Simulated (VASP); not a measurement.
# Ga2SnO (P6/mmm) in VASP: further runs

Runs on Ga2SnO. Level: PBE. Tasks: relaxation of cell and atoms.

All numbers are computed with VASP 6.6.1; they aren't measurements. Logs are shortened: lines on timing, memory, paths and dates and some standing lists are left out, and cuts for length are marked.

### Step 1. Starting point

Symmetry: P6/mmm, No. 191, hexagonal system. Conventional cell: a = 4.061 Å, b = 4.061 Å, c = 5.450 Å, α = 90.00°, β = 90.00°, γ = 120.00°. Around Ga (site symmetry -6m2) lie 3 O at 2.34 Å and 3 Ga at 2.34 Å. Around Sn (site symmetry 6/mmm) lie 2 O at 2.72 Å. O (site symmetry 6/mmm) has 6 Ga at 2.34 Å as nearest neighbours.

The cell was built by a generator and needn't be a form met in nature.

### Step 2. Relaxation of cell and atoms, PBE

Input file INCAR:

```
PREC     = Normal         # precision mode
ENCUT    = 520            # plane-wave cutoff, eV
EDIFF    = 1E-4           # SCF threshold, eV
ISMEAR   = 0              # smearing method
SIGMA    = 0.15           # smearing width, eV
LREAL    = F              # projectors in reciprocal space
LASPH    = T              # aspherical terms in the spheres
NELM     = 60             # most SCF steps
ALGO     = Fast           # electronic algorithm
ISIF     = 3              # what is computed and relaxed
LWAVE    = F              # write WAVECAR
LCHARG   = F              # write CHGCAR
GGA      = PE             # functional
IBRION   = 2              # ionic algorithm
NSW      = 24             # ionic steps
EDIFFG   = -0.08          # ionic threshold
```

Input file KPOINTS:

```
Automatic mesh
0
Gamma
  4 4 3
```

Input file POSCAR:

```
Ga2SnO
1.0
    4.0614918800      0.0000000000      0.0000000000
   -2.0307459400      3.5173551500      0.0000000000
    0.0000000000      0.0000000000      5.4496309300
Ga Sn O
2 1 1
Direct
    0.3333333300      0.6666666700      0.5000000000
    0.6666666700      0.3333333300      0.5000000000
    0.0000000000      0.0000000000      0.0000000000
    0.0000000000      0.0000000000      0.5000000000
```

Potentials or basis: VASP PAW PBE potentials, release 64 (Ga_d, Sn_d, O).

Command:

```console
$ cat potpaw_PBE.64/Ga_d/POTCAR potpaw_PBE.64/Sn_d/POTCAR potpaw_PBE.64/O/POTCAR > POTCAR
$ mpirun -np 1 vasp_std > vasp.out
```

OUTCAR:

```text
PREC = Normal
   ENCUT = 520
   EDIFF = 1E-4
   ISMEAR = 0
   LREAL = F
   LASPH = T
   NELM = 60
   ISIF = 3
   GGA = PE
   IBRION = 2
   NSW = 24
   EDIFFG = -0.08

 ion  position               nearest neighbor table
   1  0.333  0.667  0.500-   4 2.34   2 2.34   2 2.34   4 2.34   4 2.34   2 2.34
   2  0.667  0.333  0.500-   1 2.34   4 2.34   1 2.34   4 2.34   4 2.34   1 2.34
   3  0.000  0.000  0.000-   4 2.72   4 2.72
   4  0.000  0.000  0.500-   1 2.34   2 2.34   2 2.34   1 2.34   2 2.34   1 2.34   3 2.72   3 2.72

  LATTYP: Found a hexagonal cell.
 ALAT       =     4.0614918800
 C/A-ratio  =     1.3417805799

  Lattice vectors:

 A1 = (   4.0614918800,   0.0000000000,   0.0000000000)
 A2 = (  -2.0307459400,   3.5173551500,   0.0000000000)
 A3 = (   0.0000000000,   0.0000000000,   5.4496309300)

Analysis of symmetry for initial positions (statically):
=====================================================================
 Subroutine PRICEL returns:
 Original cell was already a primitive cell.

 Routine SETGRP: Setting up the symmetry group for a
 hexagonal supercell.

 Subroutine GETGRP returns: Found 24 space group operations
 (whereof 24 operations were pure point group operations)
 out of a pool of 24 trial point group operations.

The static configuration has the point symmetry D_6h.

Analysis of symmetry for dynamics (positions and initial velocities):
=====================================================================
 Subroutine PRICEL returns:
 Original cell was already a primitive cell.

 Routine SETGRP: Setting up the symmetry group for a
 hexagonal supercell.

 Subroutine GETGRP returns: Found 24 space group operations
 (whereof 24 operations were pure point group operations)
 out of a pool of 24 trial point group operations.

The dynamic configuration has the point symmetry D_6h.

 Subroutine INISYM returns: Found 24 space group operations
 (whereof 24 operations are pure point group operations),
 and found     1 'primitive' translations

----------------------------------------------------------------------------------------

                                     Primitive cell

  volume of cell :      77.8518

  direct lattice vectors                    reciprocal lattice vectors
     4.061491880  0.000000000  0.000000000     0.246214945  0.142152265  0.000000000
    -2.030745940  3.517355150  0.000000000     0.000000000  0.284304529  0.000000000
     0.000000000  0.000000000  5.449630930     0.000000000  0.000000000  0.183498665

  length of vectors
     4.061491880  4.061491884  5.449630930     0.284304529  0.284304529  0.183498665

  position of ions in fractional coordinates (direct lattice)
     0.333333330  0.666666670  0.500000000
     0.666666670  0.333333330  0.500000000
     0.000000000  0.000000000  0.000000000
     0.000000000  0.000000000  0.500000000

  ion indices of the primitive-cell ions
   primitive index   ion index
                 1           1
                 2           2
                 3           3
                 4           4

----------------------------------------------------------------------------------------

 KPOINTS: Automatic mesh

Automatic generation of k-mesh.
 Grid dimensions read from file:
 generate k-points for:    4    4    3

 Generating k-lattice:

  Cartesian coordinates                     Fractional coordinates (reciprocal lattice)
     0.061553736  0.035538066  0.000000000     0.250000000 -0.000000000  0.000000000
     0.000000000  0.071076132  0.000000000     0.000000000  0.250000000  0.000000000
     0.000000000  0.000000000  0.061166222     0.000000000  0.000000000  0.333333333

  Length of vectors
     0.071076132  0.071076132  0.061166222

  Shift w.r.t. Gamma in fractional coordinates (k-lattice)
     0.000000000  0.000000000  0.000000000

 Subroutine IBZKPT returns following result:
 ===========================================

 Found      8 irreducible k-points:

 Following reciprocal coordinates:
            Coordinates               Weight
  0.000000  0.000000  0.000000      1.000000
  0.250000  0.000000  0.000000      6.000000
  0.500000  0.000000  0.000000      3.000000
  0.250000  0.250000  0.000000      6.000000
  0.000000  0.000000  0.333333      2.000000
  0.250000  0.000000  0.333333     12.000000
  0.500000  0.000000  0.333333      6.000000
  0.250000  0.250000  0.333333     12.000000
   k-points           NKPTS =      8   k-points in BZ     NKDIM =      8   number of bands    NBANDS=     27
   number of dos      NEDOS =    301   number of ions     NIONS =      4
   total plane-waves  NPLWV =  17280
   dimension x,y,z NGX =    24 NGY =   24 NGZ =   30
   dimension x,y,z NGXF=    48 NGYF=   48 NGZF=   60
   ions per type =               2   1   1
   NGX,Y,Z   is equivalent  to a cutoff of   9.82,  9.82,  9.15 a.u.
   NGXF,Y,Z  is equivalent  to a cutoff of  19.65, 19.65, 18.30 a.u.
 SYSTEM =  unknown system
   PREC   = normal    normal or accurate (medium, high low for compatibility)
   ISTART =      0    job   : 0-new  1-cont  2-samecut
   ICHARG =      2    charge: 1-file 2-atom 10-const
   ISPIN  =      1    spin polarized calculation?
   LNONCOLLINEAR =      F non collinear calculations
   LSORBIT =      F    spin-orbit coupling
   LASPH  =      T    aspherical Exc in radial PAW
   ENCUT  =  520.0 eV  38.22 Ry    6.18 a.u.   7.55  7.55 10.13*2*pi/ulx,y,z
   NELM   =     60;   NELMIN=  2; NELMDL= -5     # of ELM steps
   EDIFF  = 0.1E-03   stopping-criterion for ELM
   LREAL  =      F    real-space projection
   EDIFFG = -.8E-01   stopping-criterion for IOM
   NSW    =     24    number of steps for IOM
   IBRION =      2    ionic relax: 0-MD 1-quasi-New 2-CG
   NFREE  =      1    steps in history (QN), initial steepest desc. (CG)
   ISIF   =      3    stress and relaxation
   ISYM   =      2    0-nonsym 1-usesym 2-fastsym
   POTIM  = 0.5000    time-step for ionic-motion
   TEBEG  =    0.0;   TEEND  =   0.0 temperature during run
   PSTRESS=    0.0 pullay stress
   NELECT =      46.0000    total number of electrons
   NUPDOWN=      -1.0000    fix difference up-down
   EMIN   =  10.00;   EMAX   =-10.00  energy-range for DOS
   EFERMI =   0.00;   METHOD = LEGACY
   ISMEAR =     0;   SIGMA  =   0.15  broadening in eV -4-tet -1-fermi 0-gaus
   EFERMI_NEDOS =   21; number of points for ismear=-14 and -15
   IALGO  =     68    algorithm
   IMIX   =      4    mixing-type and parameters
     AMIX     =   0.40;   BMIX     =  1.00
     AMIX_MAG =   1.60;   BMIX_MAG =  1.00
  volume/ion in A,a.u.               =      19.46       131.34
  Fermi-wavevector in a.u.,A,eV,Ry     =   1.373740  2.595992 25.676384  1.887161
  Thomas-Fermi vector in A             =   2.499229
   LORBIT       =      0    0 simple, 1 ext, 2 COOP (PROOUT), +10 PAW based schemes
   GGA     = PE    functional components
   LHFCALC =     F    Hartree Fock is set to
   AEXX    =    0.0000 exact exchange contribution
   IVDW    =     0    specifies the selected vdW correction
   LEPSILON=     F    determine dielectric tensor
   LRPA    =     F    only Hartree local field effects (RPA)
 conjugate gradient relaxation of ions
 non-spin polarized calculation
 RMM-DIIS sequential band-by-band and
 Gauss-broadening in eV      SIGMA  =   0.15
  energy-cutoff  :      520.00
  volume of cell :       77.85
 maximum number of plane-waves:      2127
   NGX = 15   NGY = 15   NGZ = 21

--------------------------------------- Ionic step        1  -------------------------------------------

 number of electron      46.0000076 magnetization

 Free energy of the ion-electron system (eV)
  ---------------------------------------------------
  ext. energy  EPLUGINS =         0.00000000
  ---------------------------------------------------
  free energy    TOTEN  =       -13.71329272 eV

  energy without entropy =      -13.69344881  energy(sigma->0) =      -13.70337077

------------------------ aborting loop because EDIFF is reached ----------------------------------------

  FORCE on cell =-STRESS in cart. coord.  units (eV):
  Direction    XX          YY          ZZ          XY          YZ          ZX
  --------------------------------------------------------------------------------------
  -------------------------------------------------------------------------------------
  Total        8.5597034      8.5597035     -3.0595874      0.0000000     -0.0000000      0.0000000
  in kB      176.1572002    176.1572007    -62.9657729      0.0000000     -0.0000000      0.0000000
  external PRESSURE =      96.4495427 kB  Pullay stress =       0.0000000 kB
[... 63 lines left out ...]
--------------------------------------- Ionic step        3  -------------------------------------------

 number of electron      45.9999898 magnetization

 E-fermi :   4.3336     XC(G=0):  -9.5939

 val. band max:        4.3110593501   @ k =   0.0000   0.0000   0.0000
 cond. band min:       4.3967298332   @ k =   0.5000   0.0000   0.0000
 fundamental gap:      0.0856704832
 Fermi energy:         4.3336360698

 k-point     1 :       0.0000    0.0000    0.0000
  band No.  band energies     occupation
      1     -17.4222      2.00000
      2     -17.4070      2.00000
      3     -17.4070      2.00000
      4     -17.3969      2.00000
      5     -17.3969      2.00000
      6     -13.4122      2.00000
[... 260 lines left out ...]
  FREE ENERGIE OF THE ION-ELECTRON SYSTEM (eV)
  ---------------------------------------------------
  free  energy   TOTEN  =       -14.4860429923 eV

  energy  without entropy=      -14.4681526114  energy(sigma->0) =      -14.47709780

 E-fermi :   5.1984     XC(G=0): -10.1003

 val. band max:        5.1499037142   @ k =   0.0000   0.0000   0.3333
 cond. band min:       5.3202678143   @ k =   0.0000   0.0000   0.3333
 fundamental gap:      0.1703641001
 Fermi energy:         5.1983958750

 k-point     1 :       0.0000    0.0000    0.0000
  band No.  band energies     occupation
      1     -16.3793      2.00000
      2     -16.2887      2.00000
      3     -16.2887      2.00000
      4     -16.2290      2.00000
      5     -16.2290      2.00000
      6     -12.7916      2.00000
[... 229 lines left out ...]
     26       9.2278      0.00000
     27       9.3529      0.00000

[... ionic steps 4 to 13 ...]

--------------------------------------- Ionic step       14  -------------------------------------------

 number of electron      46.0000107 magnetization

------------------------ aborting loop because EDIFF is reached ----------------------------------------
[... 71 lines left out ...]
--------------------------------------- Ionic step       16  -------------------------------------------

 number of electron      46.0000124 magnetization

 Free energy of the ion-electron system (eV)
  ---------------------------------------------------
  ext. energy  EPLUGINS =         0.00000000
  ---------------------------------------------------
  free energy    TOTEN  =       -14.85746606 eV

  energy without entropy =      -14.84067920  energy(sigma->0) =      -14.84907263

 E-fermi :   4.7940     XC(G=0):  -9.8729

 val. band max:        4.7851960391   @ k =   0.2500   0.2500   0.0000
 cond. band min:       4.8739195873   @ k =   0.0000   0.0000   0.3333
 fundamental gap:      0.0887235481
 Fermi energy:         4.7940368858

 k-point     1 :       0.0000    0.0000    0.0000
  band No.  band energies     occupation
      1     -16.8093      2.00000
      2     -16.7104      2.00000
      3     -16.7104      2.00000
      4     -16.6217      2.00000
      5     -16.6217      2.00000
      6     -13.0398      2.00000
[... 260 lines left out ...]
  FREE ENERGIE OF THE ION-ELECTRON SYSTEM (eV)
  ---------------------------------------------------
  free  energy   TOTEN  =       -14.8574660595 eV

  energy  without entropy=      -14.8406792032  energy(sigma->0) =      -14.84907263

 reached required accuracy - stopping structural energy minimisation
```

Run time: 86 s. Hardware: 1 thread of Intel Xeon Platinum 8488C (Sapphire Rapids), shared host; peak memory 0.15 GiB.

Results:

* Free energy: -14.8575 eV
* Relaxed volume: 21.57 Å³/atom
* Relaxed cell: a = 4.692 Å, b = 4.692 Å, c = 4.525 Å, α = 90.00°, β = 90.00°, γ = 120.00°
* Space group after relaxing (to 0.05 Å): P6/mmm (No. 191)
* Energy gained by relaxing: 286.0 meV/atom
* Ionic steps: 16
* Pressure after relaxing: 0.1 GPa
* Band gap on the k mesh: none (metal or under the smearing width)

Step by step:
```
step  energy change (eV)  largest force (eV/Å)  pressure (GPa)  volume (Å³)
   1              0.0000                0.0000            9.64        77.85
   2             -0.7717                0.0000           -3.35        91.26
   3             -0.7728                0.0000           -3.57        91.56
   4             -0.9941                0.0000           -0.86        86.88
   5             -1.0756                0.0000            1.04        83.73
   6             -0.9313                0.0000            7.63        77.29
   7             -1.0855                0.0000            1.94        82.62
   8             -1.0863                0.0000            2.13        82.17
   9             -1.1356                0.0000            1.18        84.15
  10             -1.1372                0.0000            1.00        84.40
  11             -1.1369                0.0000            1.03        84.89
  12             -1.1377                0.0000            1.48        84.59
  13             -1.1375                0.0000            0.95        84.74
  14             -1.1376                0.0000            1.35        84.67
  15             -1.1413                0.0000           -1.23        87.42
  16             -1.1442                0.0000            0.12        86.29
```

Final structure:
```xyz
4
Lattice="4.6923 0.0000 0.0000 -2.3462 4.0637 0.0000 0.0000 0.0000 4.5253" Properties=species:S:1:pos:R:3 pbc="T T T"
Ga    0.0000    2.7091    2.2626
Ga    2.3462    1.3546    2.2626
Sn    0.0000    0.0000    0.0000
O     0.0000    0.0000    2.2626
```

Caveat: the k mesh is coarse (spacing up to 0.45 Å⁻¹), so the values aren't converged; the relaxation stopped at a loose force limit of 0.08 eV/Å, so its end isn't a converged minimum.

[end of part 1 of 2]
